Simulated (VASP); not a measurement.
A VASP calculation is set up with these files.

File POSCAR:
```
AlAs
1
    0.0000000000     2.8406307905     2.8406307905
    2.8406307905    -0.0000000000     2.8406307905
    2.8406307905     2.8406307905    -0.0000000000
Al As
1 1
Direct
  0.0000000000   0.0000000000   0.0000000000
  0.2500000000   0.2500000000   0.2500000000
```

File KPOINTS:
```
Automatic mesh
0
Gamma
7 7 7
0 0 0
```

INCAR:
```
ALGO = Normal
EDIFF = 1E-6
EDIFFG = -0.01
ENCUT = 400
GGA = PS
IBRION = 2
ISIF = 3
ISMEAR = 0
LASPH = .TRUE.
LCHARG = .FALSE.
LMAXMIX = 4
LREAL = .FALSE.
LWAVE = .FALSE.
NELM = 100
NSW = 60
PREC = Accurate
SIGMA = 0.05
SYSTEM = AlAs
```

POTCAR, in this order: Al As (PBE.64 set). Program: vasp_std.

### Question
Translate this PBEsol calculation to Ansatz.

### Answer
One equivalent input (not run):
Ansatz 0.2 input:
```yaml
crystal:
  lattice:
    - [0.0000000, 2.8406308, 2.8406308]
    - [2.8406308, 0.0000000, 2.8406308]
    - [2.8406308, 2.8406308, 0.0000000]
  atoms:
    - { symbol: Al, position: [0.0000000, 0.0000000, 0.0000000] }
    - { symbol: As, position: [0.2500000, 0.2500000, 0.2500000] }
kpoints:
  mp_grid: { grid: [7, 7, 7] }
hamiltonian:
  xc: pbesol
  pseudopotentials: { kind: paw }
scf:
  occupations: { method: gaussian, width: 0.05 }
  max_iter: 100
relax:
  max_steps: 60
  f_tol: 0.01
  cell: {}
output: { forces: true, stress: true, eigenvalues: true }
```
What does not carry over: each code has its own PAW files, so the cut-off isn't converted (ENCUT is set for VASP's; basis.ecutwfc is left out, and Ansatz then takes the one that its files recommend); Ansatz stops its SCF on the density residual and VASP on the energy change (EDIFF).

The structure was generated: AlAs was put into the zinc blende type (F-43m), which need not be its known phase. It was relaxed first, which changed the volume by +8 %. The start is the result of an earlier pass.
